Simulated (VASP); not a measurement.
Level of theory: LDA (Ceperley-Alder, Perdew-Zunger), VASP's LDA PAW potentials (set 64) (plane waves; VASP 6.6.1).

A VASP calculation is set up with these files.

**POSCAR**
```
WC
1
    1.4453144019    -2.5033580505     0.0000000000
    1.4453144019     2.5033580505     0.0000000000
    0.0000000000     0.0000000000     2.8162536651
W C
1 1
Direct
  0.0000000000   0.0000000000   0.0000000000
  0.3333330000   0.6666670000   0.5000000000
```

**KPOINTS**
```
Automatic mesh
0
Gamma
  16 16 14
0 0 0
```

**INCAR**
```
ISMEAR  =  -5   # tetrahedra, Bloechl
LORBIT  =  11   # lm-projected
LREAL  =  .False.
ALGO  =  Normal   # blocked Davidson
LCHARG  =  .True.
NEDOS  =  601
NELM  =  100   # most electronic steps
LMAXMIX  =  6   # l cut-off of mixed one-centre charges
ISIF  =  2   # forces and stress, cell fixed
EDIFF  =  1E-7   # SCF stop (eV)
ENCUT  =  520
LWAVE  =  .False.
SYSTEM  =  WC
LASPH  =  .True.
PREC  =  Accurate
```

POTCAR, in this order: W_sv C (LDA.64 set). Program: vasp_std.

The resulting files:

**OUTCAR**
```
 ion  position               nearest neighbor table
   1  0.000  0.000  0.000-   2 2.18   2 2.18   2 2.18   2 2.18   2 2.18   2 2.18
   2  0.333  0.667  0.500-   1 2.18   1 2.18   1 2.18   1 2.18   1 2.18   1 2.18
  LATTYP: Found a hexagonal cell.
 ALAT       =     2.8906288675
 C/A-ratio  =     0.9742702347
 Subroutine PRICEL returns:
 Original cell was already a primitive cell.
 Subroutine GETGRP returns: Found 12 space group operations
The static configuration has the point symmetry D_3h.
The dynamic configuration has the point symmetry D_3h.
 Subroutine INISYM returns: Found 12 space group operations
 Subroutine IBZKPT returns following result:
 Found    240 irreducible k-points:

 Following reciprocal coordinates:
            Coordinates               Weight
  0.000000  0.000000  0.000000      1.000000
  0.062500  0.000000  0.000000      6.000000
  0.125000  0.000000  0.000000      6.000000
  0.187500 -0.000000  0.000000      6.000000
  0.250000  0.000000  0.000000      6.000000
  0.312500  0.000000  0.000000      6.000000
  0.375000 -0.000000  0.000000      6.000000
  0.437500  0.000000  0.000000      6.000000
...
```

**OSZICAR**
```
       N       E                     dE             d eps       ncg     rms          rms(c)
DAV:   1     0.109436966678E+03    0.10944E+03   -0.98148E+03  6240   0.154E+03
DAV:   2    -0.238130276314E+02   -0.13325E+03   -0.13045E+03  7190   0.385E+02
DAV:   3    -0.277670338042E+02   -0.39540E+01   -0.39283E+01  7586   0.610E+01
DAV:   4    -0.278047572845E+02   -0.37723E-01   -0.37702E-01  6881   0.641E+00
DAV:   5    -0.278050639250E+02   -0.30664E-03   -0.30659E-03  7235   0.596E-01    0.339E+01
DAV:   6    -0.248225691817E+02    0.29825E+01   -0.95080E+00  7045   0.316E+01    0.915E+00
DAV:   7    -0.247353886650E+02    0.87181E-01   -0.44759E-01  6545   0.615E+00    0.650E+00
DAV:   8    -0.247013683478E+02    0.34020E-01   -0.69964E-02  6915   0.236E+00    0.820E-01
DAV:   9    -0.247004994712E+02    0.86888E-03   -0.34888E-03  6685   0.457E-01    0.132E-01
DAV:  10    -0.247003528361E+02    0.14664E-03   -0.25445E-04  7340   0.223E-01    0.594E-02
DAV:  11    -0.247003582305E+02   -0.53945E-05   -0.18971E-05  6950   0.399E-02    0.108E-02
DAV:  12    -0.247003569470E+02    0.12835E-05   -0.36772E-06  6750   0.169E-02    0.321E-03
DAV:  13    -0.247003569410E+02    0.59831E-08   -0.78064E-08  3905   0.303E-03
   1 F= -.24700357E+02 E0= -.24700357E+02  d E =0.000000E+00
```

**OUTCAR**
```
------------------------ aborting loop because EDIFF is reached ----------------------------------------
  FORCE on cell =-STRESS in cart. coord.  units (eV):
  Direction    XX          YY          ZZ          XY          YZ          ZX
  --------------------------------------------------------------------------------------
  Total       -0.0161236     -0.0161236      0.0977715      0.0000000      0.0000000      0.0000000
  in kB       -1.2676082     -1.2676083      7.6866267      0.0000000      0.0000000      0.0000000
  external PRESSURE =       1.7171367 kB  Pullay stress =       0.0000000 kB
  volume of cell :       20.38
      direct lattice vectors                 reciprocal lattice vectors
     1.445314402 -2.503358051  0.000000000     0.345945491 -0.199731716  0.000000000
     1.445314402  2.503358051  0.000000000     0.345945491  0.199731716  0.000000000
     0.000000000  0.000000000  2.816253665     0.000000000  0.000000000  0.355081651
 POSITION                                       TOTAL-FORCE (eV/Angst)
 -----------------------------------------------------------------------------------
      0.00000      0.00000      0.00000         0.000000     -0.000000      0.000000
      1.44531      0.83445      1.40813        -0.000000      0.000000      0.000000
 -----------------------------------------------------------------------------------
    total drift:                                0.000000     -0.000370      0.000000
  FREE ENERGIE OF THE ION-ELECTRON SYSTEM (eV)
  ---------------------------------------------------
  free  energy   TOTEN  =       -24.7003569410 eV

  energy  without entropy=      -24.7003569410  energy(sigma->0) =      -24.70035694

 total charge

# of ion       s       p       d       tot
------------------------------------------
    1        2.356   6.438   3.472  12.266
    2        0.847   1.591   0.000   2.438
--------------------------------------------------
tot          3.203   8.030   3.472  14.704
```
(Selected blocks of OUTCAR.)

**OUTCAR**
```
 val. band max:       11.2417443067   @ k =   0.5000   0.0000   0.3571

 cond. band min:      11.2263186889   @ k =   0.1250   0.0000   0.3571


 Fermi energy:        11.2196815843

 k-point     1 :       0.0000    0.0000    0.0000
  band No.  band energies     occupation
      1     -62.2571      2.00000
      2     -26.4949      2.00000
      3     -26.3914      2.00000
      4     -26.3914      2.00000
      5      -3.1642      2.00000
      6       6.8239      2.00000
      7       7.8238      2.00000
      8       7.8238      2.00000
      9      11.3934      0.53764
     10      14.5172      0.00000
     11      14.5172      0.00000
     12      16.9620      0.00000
     13      16.9621      0.00000

 k-point     2 :       0.0625    0.0000    0.0000
  band No.  band energies     occupation
      1     -62.2546      2.00000
      2     -26.4903      2.00000
      3     -26.4269      2.00000
      4     -26.3994      2.00000
      5      -3.0578      2.00000
      6       6.8603      2.00000
      7       7.6794      2.00000
      8       7.9234      2.00000
      9      11.0612      1.99301
     10      14.4788      0.00000
     11      14.8824      0.00000
     12      16.7510      0.00000
     13      16.8869      0.00000

 k-point     3 :       0.1250    0.0000    0.0000
  band No.  band energies     occupation
      1     -62.2476      2.00000
      2     -26.5272      2.00000
      3     -26.4773      2.00000
      4     -26.4221      2.00000
      5      -2.7493      2.00000
      6       6.7740      2.00000
      7       7.5029      2.00000
      8       8.2125      2.00000
      9      10.3577      2.00000
     10      14.3713      0.00000
     11      15.6678      0.00000
     12      16.2080      0.00000
     13      16.6877      0.00000

 k-point     4 :       0.1875   -0.0000    0.0000
  band No.  band energies     occupation
      1     -62.2371      2.00000
      2     -26.6745      2.00000
      3     -26.4578      2.00000
...
```

For a metal the tetrahedron method with Blöchl corrections gives inexact stress and forces. Unless said otherwise, spin-orbit coupling is left out, though it shifts the bands of the heavy elements here.

The compound is WC in the wc structure. It was relaxed first.
